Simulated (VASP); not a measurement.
Given:

```xyz
4
Lattice="0.0000 1.9137 1.9137 1.9137 0.0000 1.9137 7.7022 7.7022 -0.0476" Properties=species:S:1:pos:R:3 pbc="T T T"
Rh     1.9760     1.9760     3.7650
Rh     1.9256     1.9256    -0.0119
Rh     3.7888     3.7888     0.0385
Ag     5.7767     5.7767    -0.0357
```

The numbers are results of PBEsol GGA, VASP's PBE PAW potentials (set 64) (plane waves; VASP), not measurements. Numerical set-up: 400 eV cut-off, 15×15×4 Γ-centred mesh, tetrahedra with Blöchl corrections, potentials Rh_pv Ag.

**Question.** What does the run give for the energy per atom (σ→0), band gap (on the k-mesh) with the smallest direct gap where there is one?

**Answer.** 
band gap (on the k-mesh): none (metal, semimetal or under 0.01 eV)
energy per atom (σ→0): -6.808 eV/atom

Only differences to runs with the same potentials and settings are physical.

The structure was generated: AgRh3 was put into an ordered model structure (R-3m), which need not be its known phase. It was relaxed first.
